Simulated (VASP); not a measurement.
OSZICAR of a VASP run on Rb (bcc):

**OSZICAR**
```
       N       E                     dE             d eps       ncg     rms          rms(c)
DAV:   1     0.831899529509E+02    0.83190E+02   -0.34367E+03  1440   0.212E+03
DAV:   2     0.249724415917E+02   -0.58218E+02   -0.57386E+02  1168   0.273E+02
DAV:   3     0.131310068632E+02   -0.11841E+02   -0.11835E+02  1296   0.234E+02
DAV:   4     0.126042119441E+02   -0.52679E+00   -0.52673E+00  1248   0.523E+01
DAV:   5     0.125575137964E+02   -0.46698E-01   -0.46689E-01  1432   0.197E+01    0.305E+00
DAV:   6     0.786831661299E+01   -0.46892E+01   -0.13315E+01  1224   0.376E+01    0.130E+00
DAV:   7     0.806500651948E+01    0.19669E+00   -0.15190E-01  1216   0.429E+00    0.894E-01
DAV:   8     0.802063276422E+01   -0.44374E-01   -0.11732E-01   992   0.389E+00    0.393E-01
DAV:   9     0.807663644871E+01    0.56004E-01   -0.63685E-02   856   0.348E+00    0.206E-01
DAV:  10     0.807955386891E+01    0.29174E-02   -0.18390E-03  1312   0.252E-01    0.219E-01
DAV:  11     0.808105867016E+01    0.15048E-02   -0.15256E-04   944   0.131E-01    0.171E-01
DAV:  12     0.808282751381E+01    0.17688E-02   -0.97934E-03   752   0.114E+00    0.506E-02
DAV:  13     0.808391656320E+01    0.10890E-02   -0.45054E-04  1144   0.169E-01    0.488E-02
DAV:  14     0.808248519514E+01   -0.14314E-02   -0.11405E-04   816   0.126E-01    0.333E-02
DAV:  15     0.807983512554E+01   -0.26501E-02   -0.47635E-04   768   0.218E-01    0.234E-02
DAV:  16     0.807905841362E+01   -0.77671E-03   -0.22658E-04   768   0.125E-01    0.834E-03
DAV:  17     0.807903644150E+01   -0.21972E-04   -0.16288E-05  1144   0.498E-02    0.708E-03
DAV:  18     0.807900615076E+01   -0.30291E-04   -0.18220E-06   872   0.132E-02    0.537E-03
DAV:  19     0.807892454054E+01   -0.81610E-04   -0.39622E-05   784   0.427E-02    0.323E-03
DAV:  20     0.807892651013E+01    0.19696E-05   -0.16839E-06   880   0.131E-02    0.235E-03
DAV:  21     0.807892650849E+01   -0.16375E-08   -0.33354E-07  1168   0.691E-03
   1 F= 0.80789265E+01 E0= 0.80789265E+01  d E =0.000000E+00
       N       E                     dE             ncg
       N       E                     dE             ncg
```

**Question.** Which electronic solver shows in the log?

**Answer.** It is blocked Davidson (ALGO = Normal, or the opening steps of other solvers). The INCAR had ALGO = Normal.

**Question.** Can the final energy be trusted as converged?

**Answer.** The calculation finished and met its thresholds. It stopped with EDIFF = 1E-7, NELM = 100 (revTPSS meta-GGA, plane waves, VASP's PBE PAW potentials (set 64)).

The compound is Rb in the bcc structure. It was relaxed first.
